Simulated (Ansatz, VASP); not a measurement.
# In in two plane-wave programs, part 2 of 2

Aim: how closely do two programs agree when they are given the same cell, functional and k mesh? The cell is taken from a series of runs on this material, whose earlier steps may have relaxed, scaled, displaced or heated it; both programs get it as it stands.

VASP 6.6.1 and Ansatz 0.2.0.

So far: Set-up; Ansatz: elastic constants, LDA.

**3. VASP: elastic constants, LDA**

Level of this step: LDA; plane waves and PAW (In_d) (VASP).

The same cell, functional (in two slightly different forms), mesh and smearing now go to VASP, with its own data sets.

Lines of VASP's logs that name or quote its potential files are left out, and so is its time.

Input file INCAR:

```
SYSTEM = In
PREC = Accurate
ENCUT = 500
EDIFF = 1E-08
NELM = 120
ISMEAR = -1
SIGMA = 0.15
LREAL = .FALSE.
ALGO = Normal
GGA = CA
NBANDS = 12
LORBIT = 11
LWAVE = .FALSE.
LCHARG = .FALSE.
ISIF = 3
IBRION = 6
NFREE = 2
POTIM = 0.015
NSW = 1
LASPH = .TRUE.
GGA_COMPAT = .FALSE.
KPAR = 2
```

Input file POSCAR:

```
In
1.0
   -1.5851666683      1.5851666683      2.4518766818
    1.5851666683     -1.5851666683      2.4518766818
    1.5851666683      1.5851666683     -2.4518766818
In
1
Direct
    0.0000000000      0.0000000000      0.0000000000
```

Input file KPOINTS:

```
Automatic mesh
0
Gamma
22 22 22
0 0 0
```

The projector-augmented-wave data sets are In_d (LDA family, release 64).

On the command line:

```
$ mpirun -np 2 vasp_std
```

Numbers of over 12 decimals in the logs are rounded to 6 here.

The log of the run:

```text
[banner, memory and clock lines left out]
running    2 mpi-ranks, on    1 nodes
 distrk:  each k-point on    1 cores,    2 groups
 distr:  one band on    1 cores,    1 groups

 POSCAR found type information on POSCAR In
 POSCAR found :  1 types and       1 ions
 LDA part: xc-table for (Slater(with rela. corr.)+CA(PZ))
 , standard interpolation
 POSCAR, INCAR and KPOINTS ok, starting setup
 FFT: planning ... GRIDC
 FFT: planning ... GRID_SOFT
 FFT: planning ... GRID
 WAVECAR not read
 entering main loop
       N       E                     dE             d eps       ncg     rms          rms(c)
DAV:   1     0.770769222701E+02    0.77077E+02   -0.60874E+03 20340   0.136E+03
DAV:   2     0.453957194321E+00   -0.76623E+02   -0.74534E+02 21136   0.289E+02
DAV:   3    -0.318645411545E+01   -0.36404E+01   -0.36260E+01 23836   0.642E+01
DAV:   4    -0.326926193261E+01   -0.82808E-01   -0.82781E-01 25268   0.951E+00
DAV:   5    -0.327293660641E+01   -0.36747E-02   -0.36746E-02 27852   0.179E+00    0.273E+00
DAV:   6    -0.324158446850E+01    0.31352E-01   -0.44785E-02 25352   0.443E+00    0.133E+00
DAV:   7    -0.323424995942E+01    0.73345E-02   -0.12606E-02 30220   0.210E+00    0.274E-01
DAV:   8    -0.323347957518E+01    0.77038E-03   -0.82933E-04 24492   0.543E-01    0.203E-02
DAV:   9    -0.323347591111E+01    0.36641E-05   -0.14411E-05 29228   0.518E-02    0.168E-02
DAV:  10    -0.323347606652E+01   -0.15541E-06   -0.70493E-07 24264   0.963E-03    0.573E-04
DAV:  11    -0.323347606868E+01   -0.21557E-08   -0.23735E-08 24088   0.209E-03
   1 F= -.32334761E+01 E0= -.32176510E+01  d E =-.316502E-01
[... from here on, the cycles between the ionic steps are left out ...]
   2 F= -.32324471E+01 E0= -.32163864E+01  d E =-.321214E-01
   3 F= -.32321027E+01 E0= -.32164618E+01  d E =-.312818E-01
   4 F= -.32324471E+01 E0= -.32163864E+01  d E =-.321214E-01
   9 F= -.32333992E+01 E0= -.32175375E+01  d E =-.317233E-01
  10 F= -.32333521E+01 E0= -.32175198E+01  d E =-.316646E-01
  11 F= -.32333521E+01 E0= -.32175198E+01  d E =-.316646E-01
  12 F= -.32333524E+01 E0= -.32175204E+01  d E =-.316638E-01
  13 F= -.32333523E+01 E0= -.32175203E+01  d E =-.316639E-01
  14 F= -.32334729E+01 E0= -.32176478E+01  d E =-.316502E-01
  15 F= -.32334729E+01 E0= -.32176478E+01  d E =-.316502E-01
  16 F= -.32334719E+01 E0= -.32176468E+01  d E =-.316502E-01
 Finite differences progress:
  Degree of freedom:   8/  8
  Displacement:        1/  2
  Total:              15/ 16
 bond charge predicted
       N       E                     dE             d eps       ncg     rms          rms(c)
DAV:   1    -0.322334839392E+01    0.10124E-01   -0.46359E+00 23628   0.153E+01    0.716E-02
DAV:   2    -0.323335986177E+01   -0.10011E-01   -0.10126E-01 24236   0.339E+00    0.437E-02
DAV:   3    -0.323349102090E+01   -0.13116E-03   -0.16470E-03 25552   0.351E-01    0.277E-02
DAV:   4    -0.323347678120E+01    0.14240E-04   -0.20013E-04 26236   0.244E-01    0.178E-02
DAV:   5    -0.323347375734E+01    0.30239E-05   -0.90990E-06 26744   0.472E-02    0.118E-02
DAV:   6    -0.323347199343E+01    0.17639E-05   -0.10052E-05 25548   0.668E-02    0.216E-03
DAV:   7    -0.323347191406E+01    0.79373E-07   -0.59268E-07 24136   0.152E-02    0.424E-04
DAV:   8    -0.323347191436E+01   -0.30741E-09   -0.13640E-08 16796   0.156E-03
  17 F= -.32334719E+01 E0= -.32176468E+01  d E =-.316502E-01
 Finite differences progress:
  Degree of freedom:   8/  8
  Displacement:        2/  2
  Total:              16/ 16
```

OUTCAR, selected parts (step 3):

```text
ion  position               nearest neighbor table
   1  0.000  0.000  0.000-

  LATTYP: Found a body centered tetragonal cell.
 ALAT       =     3.1703333366
 C/A-ratio  =     1.5467627038

 Subroutine GETGRP returns: Found 16 space group operations
 (whereof 16 operations were pure point group operations)

The static configuration has the point symmetry D_4h.

 Found    834 irreducible k-points:

   k-points           NKPTS =    834   k-points in BZ     NKDIM =    834   number of bands    NBANDS=     12

   dimension x,y,z NGX =    24 NGY =   24 NGZ =   24
   dimension x,y,z NGXF=    48 NGYF=   48 NGZF=   48

   ENCUT  =  500.0 eV  36.75 Ry    6.06 a.u.   6.06  6.06  6.06*2*pi/ulx,y,z

   NELECT =      13.0000    total number of electrons

 k-points in reciprocal lattice and weights: Automatic mesh
   0.00000000  0.00000000  0.00000000       0.000
   0.04545455 -0.00000000  0.00000000       0.001
   0.09090909 -0.00000000  0.00000000       0.001
   0.13636364  0.00000000  0.00000000       0.001
   0.18181818  0.00000000  0.00000000       0.001
   0.22727273 -0.00000000  0.00000000       0.001
   0.27272727 -0.00000000  0.00000000       0.001
   0.31818182 -0.00000000  0.00000000       0.001
   0.36363636 -0.00000000  0.00000000       0.001
[...]
-0.45454545 -0.45454545  0.45454545       0.000
   0.50000000  0.50000000  0.50000000       0.000

 average (electrostatic) potential at core
       1 -92.7793

 E-fermi :   7.9173

 k-point     1 :       0.0000    0.0000    0.0000
  band No.  band energies     occupation
    ...
      2      -6.6523      2.00000
      3      -6.6523      2.00000
      4      -6.5790      2.00000
      5      -6.4295      2.00000
      6      -2.0708      2.00000
      7      18.8860      0.00000
      8      18.8860      0.00000
      9      19.1067      0.00000
     10      19.7533      0.00000
     11      22.4739      0.00000
    ...

 k-point     2 :       0.0455   -0.0000    0.0000
  band No.  band energies     occupation
    ...
      2      -6.6529      2.00000
      3      -6.6485      2.00000
      4      -6.5782      2.00000
      5      -6.4315      2.00000
      6      -2.0234      2.00000
      7      18.2707      0.00000
      8      18.8310      0.00000
      9      18.9122      0.00000
     10      19.6579      0.00000
     11      22.6686      0.00000
    ...

 k-point     3 :       0.0909   -0.0000    0.0000
  band No.  band energies     occupation
    ...
      2      -6.6555      2.00000
      3      -6.6376      2.00000
      4      -6.5740      2.00000
      5      -6.4365      2.00000
      6      -1.8805      2.00000
      7      16.8352      0.00000
      8      18.5460      0.00000
      9      18.6865      0.00000
     10      19.6282      0.00000
     11      22.3282      0.00000
    ...

  Total        0.0063966      0.0063966      0.0066411      0.0000000      0.0000000      0.0000000
  in kB        0.4158666      0.4158666      0.4317612      0.0000000      0.0000000      0.0000000
  external PRESSURE =       0.4211648 kB  Pullay stress =       0.0000000 kB

  energy-cutoff  :      500.00
  volume of cell :       24.64
      direct lattice vectors                 reciprocal lattice vectors
    -1.585166668  1.585166668  2.451876682     0.000000000  0.315424245  0.203925427
     1.585166668 -1.585166668  2.451876682     0.315424245  0.000000000  0.203925427
     1.585166668  1.585166668 -2.451876682     0.315424245  0.315424245  0.000000000

 POSITION                                       TOTAL-FORCE (eV/Angst)
 -----------------------------------------------------------------------------------
      0.00000      0.00000     -0.01500        -0.000000     -0.000000     -0.000000
 -----------------------------------------------------------------------------------
    total drift:                               -0.000000     -0.000000     -0.000047

  FREE ENERGIE OF THE ION-ELECTRON SYSTEM (eV)
  ---------------------------------------------------
  free  energy   TOTEN  =        -3.2334719144 eV

  energy  without entropy=       -3.2018217152  energy(sigma->0) =       -3.21764681

  SYMMETRIZED ELASTIC MODULI (kBar)
 Direction    XX          YY          ZZ          XY          YZ          ZX
 --------------------------------------------------------------------------------
 XX         694.0698    318.0608    470.3673      0.0000      0.0000      0.0000
 YY         318.0608    694.0698    470.3673      0.0000     -0.0000      0.0000
 ZZ         470.3673    470.3673    535.6597      0.0000      0.0000      0.0000
 XY           0.0000      0.0000      0.0000     45.8291      0.0000      0.0000
 YZ           0.0000     -0.0000      0.0000      0.0000     74.0041      0.0000
 ZX           0.0000      0.0000      0.0000      0.0000      0.0000     74.0041
 --------------------------------------------------------------------------------

 Eigenvectors and eigenvalues of the dynamical matrix
 ----------------------------------------------------

   1 f  =    0.000000 THz     0.000000 2PiTHz    0.000000 cm-1     0.000000 meV
             X         Y         Z           dx          dy          dz
      0.000000  0.000000  0.000000     1.000000    0.000000    0.000000

   2 f  =    0.000000 THz     0.000000 2PiTHz    0.000000 cm-1     0.000000 meV
             X         Y         Z           dx          dy          dz
      0.000000  0.000000  0.000000     0.000000    1.000000    0.000000

   3 f/i=    0.000000 THz     0.000000 2PiTHz    0.000000 cm-1     0.000000 meV
             X         Y         Z           dx          dy          dz
      0.000000  0.000000  0.000000     0.000000    0.000000    1.000000

 ELASTIC MODULI CONTR FROM IONIC RELAXATION (kBar)
 Direction    XX          YY          ZZ          XY          YZ          ZX
 --------------------------------------------------------------------------------
 XX           0.0000      0.0000      0.0000      0.0000      0.0000      0.0000
 YY           0.0000      0.0000      0.0000      0.0000      0.0000      0.0000
 ZZ           0.0000      0.0000      0.0000      0.0000      0.0000      0.0000
 XY           0.0000      0.0000      0.0000      0.0000      0.0000      0.0000
 YZ           0.0000      0.0000      0.0000      0.0000      0.0000      0.0000
 ZX           0.0000      0.0000      0.0000      0.0000      0.0000      0.0000
 --------------------------------------------------------------------------------

 TOTAL ELASTIC MODULI (kBar)
 Direction    XX          YY          ZZ          XY          YZ          ZX
 --------------------------------------------------------------------------------
 XX         694.0698    318.0608    470.3673      0.0000      0.0000      0.0000
 YY         318.0608    694.0698    470.3673      0.0000     -0.0000      0.0000
 ZZ         470.3673    470.3673    535.6597      0.0000      0.0000      0.0000
 XY           0.0000      0.0000      0.0000     45.8291      0.0000      0.0000
 YZ           0.0000     -0.0000      0.0000      0.0000     74.0041      0.0000
 ZX           0.0000      0.0000      0.0000      0.0000      0.0000     74.0041
 --------------------------------------------------------------------------------

 total charge
# of ion       s       p       d       tot
------------------------------------------
    1        1.011   0.535   9.851  11.397

[... 3 further parts left out ...]
```

CONTCAR:

```
In
   1.00000000000000
    -1.5851666683000001    1.5851666683000001    2.4518766818000000
     1.5851666683000001   -1.5851666683000001    2.4518766818000000
     1.5851666683000001    1.5851666683000001   -2.4518766818000000
  In
     1
Direct
    -0.0030588814093595   -0.0030588814093595    0.0000000000000000
```

Levels, forces or a CONTCAR printed for this step are those of its last displaced cell, not of the structure at rest.

**4. Differences**

Known differences besides the potentials themselves: the two LDA forms differ slightly; the cutoff is 420 eV in Ansatz and 500 eV in VASP; VASP's log shows a relativistic correction to its local exchange, Ansatz's none; VASP takes each elastic constant from one size of strain, Ansatz from those that its log lists. Total energies have different zeros and are not compared.

Both answers:

| quantity | Ansatz | VASP | difference |
| --- | --- | --- | --- |
| C11 (GPa) | 68.9 | 69.4 | -0.78 % |
| C22 (GPa) | 68.9 | 69.4 | -0.78 % |
| C33 (GPa) | 53.6 | 53.6 | +0.07 % |
| C12 (GPa) | 31.8 | 31.8 | -0.16 % |
| C13 (GPa) | 46.6 | 47.0 | -0.93 % |
| C23 (GPa) | 46.6 | 47.0 | -0.93 % |
| C44 (GPa) | 7.1 | 7.4 | -3.48 % |
| C55 (GPa) | 7.1 | 7.4 | -3.48 % |
| C66 (GPa) | 4.8 | 4.6 | +4.11 % |

**5. Summary of results**

```
difference in C66 (elastic constants, LDA) : 4.1 %
```

In words: The difference in C66 is 4.1 % (elastic constants, LDA), within the 5 % picked in this series as the mark of a large difference. Such differences can come from data sets, numerical settings and the points named under the comparisons, not from the functional's error against experiment.

[Lines on the potential files, build, host, timing and source positions are cut from VASP's logs without a mark.]

[Logs are printed without paths, hosts, clocks, repeated set-up lines and the standing remarks that a program may print on its own settings, such as how far it seeks lower states.]

[Hosts, paths, dates, database ids (printed as entryN), source tags and the programs' standing remarks are cut or masked in the printed files.]
